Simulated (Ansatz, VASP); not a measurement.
## KF (Carobbiite) in two plane-wave programs

One calculation is typed for both programs; each brings its own data sets. How far apart do they land? The cell is taken from a series of runs on this material, whose earlier steps may have relaxed, scaled, displaced or heated it; both programs get it as it stands.

Main program and level: Ansatz 0.2.0; plane waves, with VASP 6.6.1 beside it; zone-centre phonons at r2SCAN.

## Step 1: The structure

The structure is cubic, space group Fm-3m (No. 225). The conventional cell has a = 5.318 Å, b = 5.318 Å, c = 5.318 Å, α = 90.00°, β = 90.00°, γ = 90.00°. Nearest to K lie 6 F at 2.66 Å. Nearest to F lie 6 K at 2.66 Å. Farther neighbours and most contacts between anions are not listed.

As a file:

```xyz
2
Lattice="0.0000 2.6590 2.6590 2.6590 0.0000 2.6590 2.6590 2.6590 0.0000" Properties=species:S:1:pos:R:3 pbc="T T T"
K     0.0000    0.0000    0.0000
F     2.6590    2.6590    2.6590
```

## Step 2: VASP: zone-centre phonons, r2SCAN

Second derivatives magnify differences that forces hide, and they need a tight electronic threshold.

Lines of VASP's logs that name or quote its potential files are left out, and so is its time.

File INCAR:

```
SYSTEM = KF
PREC = Accurate
ENCUT = 660
EDIFF = 1E-08
NELM = 120
ISMEAR = 0
SIGMA = 0.01
LREAL = .FALSE.
ALGO = Normal
METAGGA = R2SCAN
LASPH = .TRUE.
NBANDS = 14
LORBIT = 11
LWAVE = .FALSE.
LCHARG = .FALSE.
ISIF = 2
IBRION = 6
NFREE = 2
POTIM = 0.015
NSW = 1
GGA_COMPAT = .FALSE.
EFERMI = MIDGAP
LMIXTAU = .TRUE.
KPAR = 2
```

File POSCAR:

```
KF
1.0
    0.0000000000      2.6589567544      2.6589567544
    2.6589567544      0.0000000000      2.6589567544
    2.6589567544      2.6589567544      0.0000000000
K F
1 1
Direct
    0.0000000000      0.0000000000      0.0000000000
    0.5000000000      0.5000000000      0.5000000000
```

File KPOINTS:

```
Automatic mesh
0
Gamma
8 8 8
0 0 0
```

The projector-augmented-wave data sets are K_sv and F (PBE family, release 64).

Run with:

```console
$ mpirun -np 2 vasp_std
```

Numbers of over 12 decimals in the logs are rounded to 6 here.

What it wrote:

```text
[banner, memory and clock lines left out]
running    2 mpi-ranks, on    1 nodes
 distrk:  each k-point on    1 cores,    2 groups
 distr:  one band on    1 cores,    1 groups

 POSCAR found type information on POSCAR K F
 POSCAR found :  2 types and       2 ions
|                                                                             |
|               ----> ADVICE to this user running VASP <----                  |
|                                                                             |
|     You enforced a specific xc type in the INCAR file but a different       |
|     [... a line on the potential file left out ...]
|     I HOPE YOU KNOW WHAT YOU ARE DOING!                                     |
|                                                                             |

 LDA part: xc-table for (None), standard interpolation
 POSCAR, INCAR and KPOINTS ok, starting setup
 FFT: planning ... GRIDC
 FFT: planning ... GRID_SOFT
 FFT: planning ... GRID
 WAVECAR not read
 entering main loop
       N       E                     dE             d eps       ncg     rms          rms(c)
DAV:   1     0.121548608731E+03    0.12155E+03   -0.97057E+03   812   0.136E+03
DAV:   2    -0.150009687041E+02   -0.13655E+03   -0.11808E+03   992   0.333E+02
DAV:   3    -0.206806563162E+02   -0.56797E+01   -0.56353E+01  1042   0.625E+01
DAV:   4    -0.208843466062E+02   -0.20369E+00   -0.20363E+00  1148   0.104E+01
DAV:   5    -0.208864074948E+02   -0.20609E-02   -0.20608E-02  1032   0.114E+00    0.593E+00
DAV:   6    -0.152956600232E+02    0.55907E+01   -0.25115E+00  1172   0.169E+01    0.234E+00
DAV:   7    -0.149326759068E+02    0.36298E+00   -0.79190E-01  1186   0.101E+01    0.182E+00
DAV:   8    -0.159995550140E+02   -0.10669E+01   -0.55156E-01  1208   0.837E+00    0.931E-01
DAV:   9    -0.145597922891E+02    0.14398E+01   -0.35598E-01   836   0.596E+00    0.783E-01
DAV:  10    -0.149816183928E+02   -0.42183E+00   -0.27724E-01   860   0.528E+00    0.205E-01
DAV:  11    -0.150585397810E+02   -0.76921E-01   -0.98859E-03  1062   0.123E+00    0.267E-01
DAV:  12    -0.150338930713E+02    0.24647E-01   -0.63898E-04  1096   0.299E-01    0.278E-01
DAV:  13    -0.149754592448E+02    0.58434E-01   -0.30073E-02   812   0.246E+00    0.204E-01
DAV:  14    -0.149759426358E+02   -0.48339E-03   -0.94108E-04   902   0.417E-01    0.165E-01
[...]
DAV:  18    -0.149775046066E+02    0.82233E-05   -0.20800E-05   890   0.461E-02    0.270E-02
DAV:  19    -0.149775175590E+02   -0.12952E-04   -0.17722E-05   824   0.506E-02    0.627E-03
DAV:  20    -0.149775221829E+02   -0.46239E-05   -0.86071E-06   836   0.277E-02    0.511E-03
DAV:  21    -0.149775220502E+02    0.13272E-06   -0.47773E-07  1012   0.829E-03    0.281E-03
DAV:  22    -0.149775231165E+02   -0.10663E-05   -0.10898E-06   824   0.116E-02    0.175E-04
DAV:  23    -0.149775231499E+02   -0.33361E-07   -0.64393E-08   880   0.298E-03    0.253E-04
DAV:  24    -0.149775232208E+02   -0.70951E-07   -0.56110E-09   688   0.115E-03    0.215E-04
DAV:  25    -0.149775232139E+02    0.69426E-08   -0.70076E-09   598   0.101E-03
   1 F= -.14977523E+02 E0= -.14977523E+02  d E =0.000000E+00
[...]
2 F= -.14977311E+02 E0= -.14977311E+02  d E =0.000000E+00
[...]
3 F= -.14977311E+02 E0= -.14977311E+02  d E =0.000000E+00
[...]
4 F= -.14977312E+02 E0= -.14977312E+02  d E =0.000000E+00
 Finite differences progress:
  Degree of freedom:   2/  2
  Displacement:        1/  2
  Total:               3/  4
 bond charge predicted
       N       E                     dE             d eps       ncg     rms          rms(c)
DAV:   1    -0.149764096120E+02    0.90235E-03   -0.55433E+00  1652   0.168E+01    0.213E-01
DAV:   2    -0.149751018686E+02    0.13077E-02   -0.72401E-02  1706   0.231E+00    0.100E-01
DAV:   3    -0.149745419779E+02    0.55989E-03   -0.42358E-03  1652   0.940E-01    0.743E-02
DAV:   4    -0.149584679361E+02    0.16074E-01   -0.15186E-02  1652   0.155E+00    0.610E-02
DAV:   5    -0.149771403600E+02   -0.18672E-01   -0.71810E-03  1652   0.111E+00    0.192E-02
DAV:   6    -0.149772655754E+02   -0.12522E-03   -0.30776E-04  1756   0.222E-01    0.917E-03
DAV:   7    -0.149770042394E+02    0.26134E-03   -0.27637E-04  1670   0.212E-01    0.147E-02
DAV:   8    -0.149773006069E+02   -0.29637E-03   -0.85905E-05  1676   0.115E-01    0.302E-03
DAV:   9    -0.149773103769E+02   -0.97700E-05   -0.32359E-06  2168   0.220E-02    0.150E-03
DAV:  10    -0.149773112668E+02   -0.88987E-06   -0.34340E-07  1984   0.685E-03    0.107E-03
DAV:  11    -0.149773118869E+02   -0.62015E-06   -0.26809E-07  1688   0.644E-03    0.331E-04
DAV:  12    -0.149773119163E+02   -0.29375E-07   -0.30084E-08  1808   0.217E-03    0.180E-04
DAV:  13    -0.149773119722E+02   -0.55859E-07   -0.91867E-09  1270   0.127E-03    0.119E-04
DAV:  14    -0.149773119245E+02    0.47634E-07   -0.73472E-09  1222   0.113E-03    0.574E-05
DAV:  15    -0.149773119586E+02   -0.34060E-07   -0.92593E-10  1018   0.350E-04    0.247E-05
DAV:  16    -0.149773119610E+02   -0.23879E-08   -0.17321E-10   898   0.145E-04
   5 F= -.14977312E+02 E0= -.14977312E+02  d E =0.000000E+00
 Finite differences progress:
  Degree of freedom:   2/  2
  Displacement:        2/  2
  Total:               4/  4
```

From OUTCAR (step 2):

```text
ion  position               nearest neighbor table
   1  0.000  0.000  0.000-   2 2.66   2 2.66   2 2.66   2 2.66   2 2.66   2 2.66
   2  0.500  0.500  0.500-   1 2.66   1 2.66   1 2.66   1 2.66   1 2.66   1 2.66

  LATTYP: Found a face centered cubic cell.
 ALAT       =     5.3179135088

 Subroutine GETGRP returns: Found 48 space group operations
 (whereof 48 operations were pure point group operations)

The static configuration has the point symmetry O_h .

 Found     29 irreducible k-points:

   k-points           NKPTS =     29   k-points in BZ     NKDIM =     29   number of bands    NBANDS=     14

   dimension x,y,z NGX =    32 NGY =   32 NGZ =   32
   dimension x,y,z NGXF=    64 NGYF=   64 NGZF=   64

   ENCUT  =  660.0 eV  48.51 Ry    6.96 a.u.   7.88  7.88  7.88*2*pi/ulx,y,z

   NELECT =      16.0000    total number of electrons

 k-points in reciprocal lattice and weights: Automatic mesh
   0.00000000  0.00000000  0.00000000       0.002
   0.12500000  0.00000000  0.00000000       0.016
   0.25000000  0.00000000  0.00000000       0.016
   0.37500000  0.00000000  0.00000000       0.016
   0.50000000  0.00000000  0.00000000       0.008
   0.12500000  0.12500000  0.00000000       0.012
   0.25000000  0.12500000  0.00000000       0.047
   0.37500000  0.12500000  0.00000000       0.047
   0.50000000  0.12500000  0.00000000       0.047
[...]
-0.37500000  0.50000000  0.12500000       0.023
  -0.25000000  0.50000000  0.25000000       0.012

 average (electrostatic) potential at core
       1 -39.6740       2 -82.3285

 E-fermi :   0.1386

 k-point     1 :       0.0000    0.0000    0.0000
  band No.  band energies     occupation
    ...
      4     -12.8698      2.00000
      5     -12.8698      2.00000
      6      -3.3174      2.00000
      7      -3.3174      2.00000
      8      -3.3173      2.00000
      9       3.5946      0.00000
     10       8.1802      0.00000
     11       8.1805      0.00000
     12       8.1805      0.00000
     13      10.0623      0.00000
    ...

 k-point     2 :       0.1250    0.0000    0.0000
  band No.  band energies     occupation
    ...
      4     -12.8751      2.00000
      5     -12.8751      2.00000
      6      -3.4526      2.00000
      7      -3.3699      2.00000
      8      -3.3697      2.00000
      9       4.0322      0.00000
     10       7.8794      0.00000
     11       8.4001      0.00000
     12       8.4002      0.00000
     13      10.2125      0.00000
    ...

 k-point     3 :       0.2500    0.0000    0.0000
  band No.  band energies     occupation
    ...
      4     -12.8879      2.00000
      5     -12.8879      2.00000
      6      -3.7434      2.00000
      7      -3.4943      2.00000
      8      -3.4941      2.00000
      9       5.1204      0.00000
     10       7.4786      0.00000
     11       8.9497      0.00000
     12       8.9498      0.00000
     13      10.6741      0.00000
    ...

  Total       -0.0122640     -0.0152944     -0.0152944     -0.0000000      0.0000000      0.0000000
  in kB       -0.5226109     -0.6517478     -0.6517478     -0.0000000      0.0000000      0.0000000
  external PRESSURE =      -0.6087022 kB  Pullay stress =       0.0000000 kB

  energy-cutoff  :      660.00
  volume of cell :       37.60
      direct lattice vectors                 reciprocal lattice vectors
     0.000000000  2.658956754  2.658956754    -0.188043675  0.188043675  0.188043675
     2.658956754  0.000000000  2.658956754     0.188043675 -0.188043675  0.188043675
     2.658956754  2.658956754  0.000000000     0.188043675  0.188043675 -0.188043675

 POSITION                                       TOTAL-FORCE (eV/Angst)
 -----------------------------------------------------------------------------------
      0.00000      0.00000      0.00000        -0.027402      0.000000      0.000000
      2.64396      2.65896      2.65896         0.027402      0.000000      0.000000
 -----------------------------------------------------------------------------------
    total drift:                                0.001412      0.000000      0.000000

  FREE ENERGIE OF THE ION-ELECTRON SYSTEM (eV)
  ---------------------------------------------------
  free  energy   TOTEN  =       -14.9773119610 eV

  energy  without entropy=      -14.9773119610  energy(sigma->0) =      -14.97731196

 Eigenvectors and eigenvalues of the dynamical matrix
 ----------------------------------------------------

   1 f  =    5.912956 THz    37.152195 2PiTHz  197.234966 cm-1    24.454008 meV
             X         Y         Z           dx          dy          dz
      0.000000  0.000000  0.000000     0.000000    0.571795    0.000000
      2.658957  2.658957  2.658957     0.000000   -0.820396    0.000000

   2 f  =    5.912956 THz    37.152195 2PiTHz  197.234966 cm-1    24.454008 meV
             X         Y         Z           dx          dy          dz
      0.000000  0.000000  0.000000    -0.571795    0.000000    0.000000
      2.658957  2.658957  2.658957     0.820396    0.000000    0.000000

   3 f  =    5.912956 THz    37.152195 2PiTHz  197.234966 cm-1    24.454008 meV
             X         Y         Z           dx          dy          dz
      0.000000  0.000000  0.000000     0.000000    0.000000   -0.571795
      2.658957  2.658957  2.658957     0.000000    0.000000    0.820396

   4 f/i=    0.000382 THz     0.002401 2PiTHz    0.012747 cm-1     0.001580 meV
             X         Y         Z           dx          dy          dz
      0.000000  0.000000  0.000000     0.820396    0.000000    0.000000
      2.658957  2.658957  2.658957     0.571795    0.000000    0.000000

   5 f/i=    0.000382 THz     0.002401 2PiTHz    0.012747 cm-1     0.001580 meV
             X         Y         Z           dx          dy          dz
      0.000000  0.000000  0.000000     0.000000   -0.820396    0.000000
      2.658957  2.658957  2.658957     0.000000   -0.571795    0.000000

   6 f/i=    0.000382 THz     0.002401 2PiTHz    0.012747 cm-1     0.001580 meV
             X         Y         Z           dx          dy          dz
      0.000000  0.000000  0.000000     0.000000    0.000000    0.820396
      2.658957  2.658957  2.658957     0.000000    0.000000    0.571795

 ELASTIC MODULI CONTR FROM IONIC RELAXATION (kBar)
 Direction    XX          YY          ZZ          XY          YZ          ZX
 --------------------------------------------------------------------------------
 XX           0.0000      0.0000      0.0000      0.0000      0.0000      0.0000
 YY           0.0000      0.0000      0.0000      0.0000      0.0000      0.0000
 ZZ           0.0000      0.0000      0.0000      0.0000      0.0000      0.0000
 XY           0.0000      0.0000      0.0000      0.0000      0.0000      0.0000
 YZ           0.0000      0.0000      0.0000      0.0000      0.0000      0.0000
 ZX           0.0000      0.0000      0.0000      0.0000      0.0000      0.0000
 --------------------------------------------------------------------------------

 total charge
# of ion       s       p       d       tot
------------------------------------------
    1        1.960   5.691   0.030   7.681
    2        1.728   4.385   0.000   6.113
--------------------------------------------------
tot          3.688  10.075   0.030  13.794

[... 3 further parts left out ...]
```

Levels, forces or a CONTCAR printed for this step are those of its last displaced cell, not of the structure at rest.

(Continued in part 2 of 2.)

[Lines on the potential files, build, host, timing and source positions are cut from VASP's logs without a mark.]

[Logs are printed without paths, hosts, clocks, repeated set-up lines and the standing remarks that a program may print on its own settings, such as how far it seeks lower states.]

[Hosts, paths, dates, database ids (printed as entryN), source tags and the programs' standing remarks are cut or masked in the printed files.]
